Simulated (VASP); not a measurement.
A run of VASP 6.6.1 is set up as follows.

File POSCAR:

```
Ca2C
1.0
   -0.0470994558      3.1155824653      3.1155824653
    3.1155824653     -0.0470994558      3.1155824653
    3.1155824653      3.1155824653     -0.0470994558
C Ca
1 2
Direct
    0.0000000000      0.0000000000      0.0000000000
    0.2500000000      0.2500000000      0.2500000000
    0.7500000000      0.7500000000      0.7500000000
```

The input INCAR.step1:

```
SYSTEM = Ca2C
PREC = Accurate
ENCUT = 520
ISMEAR = 0
SIGMA = 0.01
LREAL = .False.
LASPH = .True.
NELM = 80
NBANDS = 19
GGA = PE
ALGO = Normal
EDIFF = 1E-4
LWAVE = .True.
LCHARG = .False.
```

Contents of INCAR.step2:

```
SYSTEM = Ca2C
PREC = Accurate
ENCUT = 520
EDIFF = 1E-6
ISMEAR = 0
SIGMA = 0.01
LREAL = .False.
LASPH = .True.
NELM = 80
ALGO = Normal
ISIF = 2
LWAVE = .False.
LCHARG = .False.
METAGGA = R2SCAN
LMIXTAU = .True.
NBANDS = 19
ISTART = 1
```

File KPOINTS:

```
Automatic mesh
0
Gamma
  8 8 8
  0 0 0
```

Potentials or basis: VASP PAW PBE potentials, release 64 (C, Ca_sv).

The run is started by

```console
$ cat potpaw_PBE.64/C/POTCAR potpaw_PBE.64/Ca_sv/POTCAR > POTCAR
$ cp INCAR.step1 INCAR
$ mpirun -np 1 vasp_std > vasp.out
$ cp INCAR.step2 INCAR
$ mpirun -np 1 vasp_std > vasp.out
```

(1) What does it give for the largest force?

(2) Estimate the pressure.

(3) Predict the band gap on the k mesh.

## Answers

(1) 0.011 eV/Å.

(2) -0.2 GPa.

(3) 0.39 eV, direct.

Caveat: the PAW data sets were made with another functional, which shifts forces and pressure a little.
